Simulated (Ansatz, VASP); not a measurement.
# AlN in two plane-wave programs, part 2 of 2

Aim: how closely do two programs agree when they are given the same cell, functional and k mesh? Of the first pair: The cell is taken from a series of runs on this material, whose earlier steps may have relaxed, scaled, displaced or heated it; both programs get it as it stands.

VASP 6.6.1 and Ansatz 0.2.0.

So far: Set-up; Ansatz: relaxation of cell and atoms, PBE with D3(BJ); VASP: relaxation of cell and atoms, PBE with D3(BJ); Comparison.

## Step 5: VASP: relaxation of cell and atoms, BLYP with D3(BJ)

Level of this step: BLYP with D3(BJ); plane waves and PAW (Al, N) (VASP).

The relaxed volume is the usual yardstick between codes: in a stiff, nearly cubic crystal its relative difference is about their pressure difference at one cell divided by the bulk modulus.

INCAR reads:

```
SYSTEM = AlN
PREC = Accurate
ENCUT = 600
EDIFF = 1E-07
NELM = 120
ISMEAR = 0
SIGMA = 0.02
LREAL = .FALSE.
ALGO = Normal
GGA = B5
ALDAX = 1
AGGAX = 1
AGGAC = 1
ALDAC = 0
IVDW = 12
VDW_S6 = 1
VDW_S8 = 2.6996
VDW_A1 = 0.4298
VDW_A2 = 4.2359
NBANDS = 14
LORBIT = 11
LWAVE = .FALSE.
LCHARG = .FALSE.
ISIF = 3
IBRION = 2
NSW = 80
EDIFFG = -0.005
LASPH = .TRUE.
GGA_COMPAT = .FALSE.
NELMIN = 4
EFERMI = MIDGAP
KPAR = 2
```

POSCAR reads:

```
AlN
1.0
    3.0968321873      0.0000000000      0.0000000000
   -1.5484160937      2.6819352648      0.0000000000
    0.0000000000      0.0000000000      4.9724990201
Al N
2 2
Direct
    0.3333332715      0.6666665430      0.9994499161
    0.6666667285      0.3333334570      0.4994499161
    0.3333332715      0.6666665430      0.3805500839
    0.6666667285      0.3333334570      0.8805500839
```

KPOINTS reads:

```
Automatic mesh
0
Gamma
9 9 4
0 0 0
```

PAW data sets: Al and N (PBE family, release 64).

Started as:

```sh
$ mpirun -np 2 vasp_std
```

Numbers of over 12 decimals in the logs are rounded to 6 here.

Log:

```text
[banner, memory and clock lines left out]
running    2 mpi-ranks, on    1 nodes
[...]
|                                                                             |
|               ----> ADVICE to this user running VASP <----                  |
|                                                                             |
|     You enforced a specific xc type in the INCAR file but a different       |
|     [... a line on the potential file left out ...]
|     I HOPE YOU KNOW WHAT YOU ARE DOING!                                     |
|                                                                             |

 LDA part: xc-table for (Slater(with rela. corr.)+VWN5), standard interpolation
 POSCAR, INCAR and KPOINTS ok, starting setup
[...]
entering main loop
       N       E                     dE             d eps       ncg     rms          rms(c)
DAV:   1     0.564031600574E+02    0.56403E+02   -0.81766E+03  1008   0.116E+03
DAV:   2    -0.290252332140E+02   -0.85428E+02   -0.78409E+02  1374   0.228E+02
DAV:   3    -0.335614764672E+02   -0.45362E+01   -0.45169E+01  1356   0.571E+01
DAV:   4    -0.335961172790E+02   -0.34641E-01   -0.34637E-01  1182   0.541E+00
[...]
DAV:  12    -0.278270799034E+02   -0.22654E-05   -0.15613E-05  1242   0.334E-02    0.749E-03
DAV:  13    -0.278270797897E+02    0.11371E-06   -0.32303E-06  1302   0.150E-02    0.347E-03
DAV:  14    -0.278270797608E+02    0.28962E-07   -0.26162E-07  1198   0.469E-03
   1 F= -.30185817E+02 E0= -.30185817E+02  d E =-.301858E+02
[...]
N       E                     dE             d eps       ncg     rms          rms(c)
DAV:   1    -0.278283882748E+02   -0.13085E-02   -0.41109E-04  1140   0.173E-01    0.244E-02
DAV:   2    -0.278283746895E+02    0.13585E-04   -0.30160E-05  1242   0.448E-02    0.720E-03
DAV:   3    -0.278283741690E+02    0.52053E-06   -0.28047E-06  1278   0.134E-02    0.281E-03
DAV:   4    -0.278283739508E+02    0.21820E-06   -0.27869E-07  1246   0.449E-03    0.114E-03
DAV:   5    -0.278283738982E+02    0.52554E-07   -0.54260E-08   696   0.190E-03
   2 F= -.30185819E+02 E0= -.30185819E+02  d E =-.250319E-05
 trial-energy change:   -0.000003  1 .order   -0.000002   -0.000011    0.000007
 step:   0.6438(harm=  0.6138)  dis= 0.00005  next Energy=   -30.185820 (dE=-0.375E-05)
 reached required accuracy - stopping structural energy minimisation
```

From OUTCAR (step 5):

```text
 Edisp (eV)   -2.35874

 Edisp (eV)   -2.35745

  Total      -0.01505    -0.01505    -0.01193     0.00000     0.00000     0.00000
  in kB      -0.58337    -0.58337    -0.46253     0.00000     0.00000     0.00000
  external pressure =       -0.54 kB  Pullay stress =        0.00 kB

 POSITION                                       TOTAL-FORCE (eV/Angst)
 -----------------------------------------------------------------------------------
     -0.00000      1.78841      4.96975         0.000000     -0.000000     -0.002283
      1.54881      0.89421      2.48347         0.000000     -0.000000     -0.002283
     -0.00000      1.78841      1.89239         0.000000     -0.000000      0.002283
      1.54881      0.89421      4.37867        -0.000000      0.000000      0.002283
 -----------------------------------------------------------------------------------
    total drift:                                0.000000     -0.000222     -0.000520

  FREE ENERGIE OF THE ION-ELECTRON SYSTEM (eV)
  ---------------------------------------------------
  free  energy   TOTEN  =       -30.1858191894 eV

  energy  without entropy=      -30.1858191894  energy(sigma->0) =      -30.18581919

[... 2 parts as in an earlier step ...]

[... 2 further parts left out ...]
[key lines of the parts left out:]
E-fermi :   8.9412
```

## Step 6: Ansatz: relaxation of cell and atoms, BLYP with D3(BJ)

Its own start cell and the same functional (in two slightly different forms), mesh and smearing now go to Ansatz, which takes its cutoff from its data sets.

The two relaxations start from unlike cells of this crystal (the structure described is Ansatz's start), so only their ends are compared.

input.yaml reads:

```yaml
crystal:
  lattice:
    - [3.113, 0.0, 0.0]
    - [-1.5565, 2.695937082, 0.0]
    - [0.0, 0.0, 4.981]
  atoms:
    - { symbol: Al, position: [0.3333333333, 0.6666666667, 0.0] }
    - { symbol: Al, position: [0.6666666667, 0.3333333333, 0.5] }
    - { symbol: "N", position: [0.3333333333, 0.6666666667, 0.38] }
    - { symbol: "N", position: [0.6666666667, 0.3333333333, 0.88] }
kpoints:
  mp_grid: { grid: [9, 9, 4] }
hamiltonian:
  xc: blyp
  dispersion: d3bj
scf:
  occupations: { method: gaussian, width: 0.02 }
output:
  forces: true
  stress: true
  eigenvalues: true
relax:
  adjacent_minimum: "off"
  f_tol: 0.005
  max_steps: 60
  cell: { stress_tol: 0.03 }
```

Started as:

```sh
$ ansatz run input.yaml --threads 4 --pin off --max-ram 8192MiB --backend cpu --events-out ev --progress --plain --runs-dir out
```

Log:

```text
[...]
Crystal: 4 atoms, lattice volume = 41.803 Å³
Basis set: ecut = 420 eV, 809 PW (Γ), exchange–correlation on 48×48×72 points (8 copies of the dense FFT grid, shifted against one another)
Bands: 12, of which v1, the nominal top of the filled ones, is band 8 counted from 1 (7 counted from 0)
Symmetry: 12 space group operations
[...]
k-points: 36 of 324 (time reversal used)
[...]
--- Relaxed structure (6 steps of the walk, 6 accepted, 2 SCFs on fresh bases) ---
[...]
cell:  # Å, volume = 41.2395 Å³
    - [3.095768, 6.376951629569832e-19, 0]
    - [-1.547884, 2.681014, 0]
    - [0, 0, 4.968733]
  atoms:
    - { symbol: Al, position: [0.333333, 0.666667, -0.000605907] }
    - { symbol: Al, position: [0.666667, 0.333333, 0.499394] }
    - { symbol: N, position: [0.333333, 0.666667, 0.380606] }
    - { symbol: N, position: [0.666667, 0.333333, 0.880606] }
[key lines of the parts left out:]
SCF converged after 8 iterations
Free energy (F): -1860.562339 eV
Fermi energy:    9.968349 eV
P = ⅓ Tr σ = -0.0020 GPa (-0.020 kbar)
```

## Step 7: Comparison

What differs besides the data sets and the points named for the pairs above, as far as they apply: Ansatz makes its cores anew for this functional, VASP keeps those of its PBE data sets; VASP's log shows a relativistic correction to its local exchange, Ansatz's none. Total energies have different zeros and are not compared.

Compared:

```tsv
quantity	Ansatz	VASP	difference
volume (Å³)	41.24	41.32	-0.20 %
edge a after relaxation, in the typed setting (Å)	3.096	3.098	-0.06 %
edge c after relaxation, in the typed setting (Å)	4.969	4.973	-0.08 %
```

## Step 8: Ansatz: elastic constants, LDA

Elastic constants are differences of stresses under small strains, so they test the stress and the mesh.

The structure shown comes from an earlier Ansatz run, which isn't shown and may have moved the atoms alone.

input.yaml, the sections that differ from step 6:

```yaml
crystal:
  lattice:
    - [3.0887459681, 0.0, 0.0]
    - [-1.5443729841, 2.6749324742, 0.0]
    - [0.0, 0.0, 4.9435061104]
  atoms:
    - { symbol: Al, position: [0.3333333333, 0.6666666667, -0.0009897184] }
    - { symbol: Al, position: [0.6666666667, 0.3333333333, 0.4990102816] }
    - { symbol: "N", position: [0.3333333333, 0.6666666667, 0.3809897184] }
    - { symbol: "N", position: [0.6666666667, 0.3333333333, 0.8809897184] }
hamiltonian:
  xc: lda
basis:
  ecutwfc: 590.0
elastic:
  mode: relaxed_ion
  stencil: two_point
# kpoints, scf, output: as in step 6
# relax: removed
```

Log:

```text
[...]
Crystal: 4 atoms, lattice volume = 40.844 Å³
Basis set: ecut = 590 eV, 1327 PW (Γ)
Bands: 12, of which v1, the nominal top of the filled ones, is band 8 counted from 1 (7 counted from 0)
Symmetry: 12 space group operations
[...]
k-points: 36 of 324 (time reversal used)
[...]
2.000e-3       0.7440       -1779.7286851       6    6046   1362   relax 3 steps, max|allowed force component| 2.05e-6 eV/Å
[...]
δ    σ_23 (GPa)             F (eV)   n_scf  n_hpsi   n_pw
    -2.000e-3      -0.2317       -1779.7288175       6   16002   1352   relax 3 steps, max|allowed force component| 1.59e-5 eV/Å
     2.000e-3       0.2317       -1779.7288175       6   15999   1352   relax 4 steps, max|allowed force component| 2.77e-7 eV/Å
[key lines of the parts left out:]
SCF converged after 7 iterations
Free energy (F): -1779.728877 eV
Fermi energy:    9.310102 eV
P = ⅓ Tr σ = -0.0013 GPa (-0.013 kbar)
```

## Step 9: VASP: elastic constants, LDA

The same cell, functional (in two slightly different forms), mesh and smearing now go to VASP, with its own data sets.

INCAR reads:

```
SYSTEM = AlN
PREC = Accurate
ENCUT = 600
EDIFF = 1E-08
NELM = 120
ISMEAR = 0
SIGMA = 0.02
LREAL = .FALSE.
ALGO = Normal
GGA = CA
NBANDS = 14
LORBIT = 11
LWAVE = .FALSE.
LCHARG = .FALSE.
ISIF = 3
IBRION = 6
NFREE = 2
POTIM = 0.015
NSW = 1
LASPH = .TRUE.
GGA_COMPAT = .FALSE.
EFERMI = MIDGAP
KPAR = 2
```

POSCAR reads:

```
AlN
1.0
    3.0887459681      0.0000000000      0.0000000000
   -1.5443729841      2.6749324742      0.0000000000
    0.0000000000      0.0000000000      4.9435061104
Al N
2 2
Direct
    0.3333333333      0.6666666667      0.9990136988
    0.6666666667      0.3333333333      0.4990136988
    0.3333333333      0.6666666667      0.3809863012
    0.6666666667      0.3333333333      0.8809863012
```

KPOINTS is that of step 5.

Potentials, in the order of the species: Al and N (LDA family, release 64).

Started as:

```sh
$ mpirun -np 2 vasp_std
```

Log:

```text
[banner, memory and clock lines left out]
running    2 mpi-ranks, on    1 nodes
[...]
LDA part: xc-table for (Slater(with rela. corr.)+CA(PZ))
 , standard interpolation
 POSCAR, INCAR and KPOINTS ok, starting setup
[...]
entering main loop
       N       E                     dE             d eps       ncg     rms          rms(c)
DAV:   1     0.493648632902E+02    0.49365E+02   -0.81557E+03  1008   0.115E+03
DAV:   2    -0.341084213262E+02   -0.83473E+02   -0.75381E+02  1394   0.207E+02
DAV:   3    -0.379642625446E+02   -0.38558E+01   -0.38359E+01  1374   0.461E+01
DAV:   4    -0.379877856385E+02   -0.23523E-01   -0.23521E-01  1098   0.436E+00
[...]
DAV:  12    -0.328422895268E+02    0.46331E-06   -0.22805E-06  1284   0.127E-02    0.521E-03
DAV:  13    -0.328422892911E+02    0.23569E-06   -0.11769E-06  1308   0.808E-03    0.903E-04
DAV:  14    -0.328422892934E+02   -0.22898E-08   -0.22710E-08  1150   0.128E-03
   1 F= -.32842289E+02 E0= -.32842289E+02  d E =0.000000E+00
[... from here on, the cycles between the ionic steps are left out ...]
   2 F= -.32831132E+02 E0= -.32831132E+02  d E =0.000000E+00
   3 F= -.32825946E+02 E0= -.32825946E+02  d E =0.000000E+00
  13 F= -.32838515E+02 E0= -.32838515E+02  d E =0.000000E+00
  14 F= -.32840427E+02 E0= -.32840427E+02  d E =0.000000E+00
  15 F= -.32840427E+02 E0= -.32840427E+02  d E =0.000000E+00
  16 F= -.32839767E+02 E0= -.32839767E+02  d E =0.000000E+00
  17 F= -.32839878E+02 E0= -.32839878E+02  d E =0.000000E+00
  18 F= -.32840418E+02 E0= -.32840418E+02  d E =0.000000E+00
  19 F= -.32840418E+02 E0= -.32840418E+02  d E =0.000000E+00
  20 F= -.32840032E+02 E0= -.32840032E+02  d E =0.000000E+00
  21 F= -.32839936E+02 E0= -.32839936E+02  d E =0.000000E+00
 Finite differences progress:
  Degree of freedom:  10/ 10
  Displacement:        2/  2
  Total:              20/ 20
```

From OUTCAR (step 9):

```text
  Total        0.0519439      0.0519439      0.3395019     -0.0000000     -0.0000000     -0.0000000
  in kB        2.0375809      2.0375809     13.3174989     -0.0000000     -0.0000000     -0.0000000
  external PRESSURE =       5.7975536 kB  Pullay stress =       0.0000000 kB

 POSITION                                       TOTAL-FORCE (eV/Angst)
 -----------------------------------------------------------------------------------
     -0.00000      1.78329      4.93863        -0.000000      0.000000     -0.109710
      1.54437      0.89164      2.46688        -0.000000      0.000000     -0.099438
     -0.00000      1.78329      1.86841         0.000000     -0.000000      0.316357
      1.54437      0.89164      4.35516        -0.000000      0.000000     -0.107210
 -----------------------------------------------------------------------------------
    total drift:                               -0.000000     -0.000000     -0.000765

  FREE ENERGIE OF THE ION-ELECTRON SYSTEM (eV)
  ---------------------------------------------------
  free  energy   TOTEN  =       -32.8399356704 eV

  energy  without entropy=      -32.8399356704  energy(sigma->0) =      -32.83993567

[... 1 part as in an earlier step ...]

[... 2 further parts left out ...]
[key lines of the parts left out:]
E-fermi :   8.3118
```

Levels, forces or a CONTCAR printed for this step are those of its last displaced cell, not of the structure at rest.

## Step 10: Differences

What differs besides the data sets and the points named for the pairs above, as far as they apply: the two LDA forms differ slightly; the cutoff is 590 eV in Ansatz and 600 eV in VASP; VASP takes each elastic constant from one size of strain, Ansatz from those that its log lists. Total energies have different zeros and are not compared.

Compared:

```tsv
quantity	Ansatz	VASP	difference
C11 (GPa)	396.7	398.6	-0.46 %
C22 (GPa)	396.7	398.6	-0.46 %
C33 (GPa)	370.2	371.7	-0.42 %
C12 (GPa)	143.8	146.3	-1.77 %
C13 (GPa)	112.2	114.0	-1.56 %
C23 (GPa)	112.2	114.0	-1.56 %
C44 (GPa)	115.9	115.4	+0.41 %
C55 (GPa)	115.9	115.4	+0.41 %
C66 (GPa)	126.5	126.1	+0.31 %
```

## Step 11: What came out

```json
{
  "difference in volume (relaxation of cell and atoms, PBE with D3(BJ))": "0.19 %",
  "difference in volume (relaxation of cell and atoms, BLYP with D3(BJ))": "-0.20 %",
  "difference in C12 (elastic constants, LDA)": "-1.8 %"
}
```

The difference in C12 is -1.8 % (elastic constants, LDA), within the 5 % picked in this series as the mark of a large difference. 2 further runs of this series are not shown here. How closely two codes agree says nothing of how well the functional describes the real material.

[Lines on the potential files, build, host, timing and source positions are cut from VASP's logs without a mark.]

[Logs are printed without paths, hosts, clocks, repeated set-up lines and the standing remarks that a program may print on its own settings, such as how far it seeks lower states.]

[Hosts, paths, dates, database ids (printed as entryN), source tags and the programs' standing remarks are cut or masked in the printed files.]
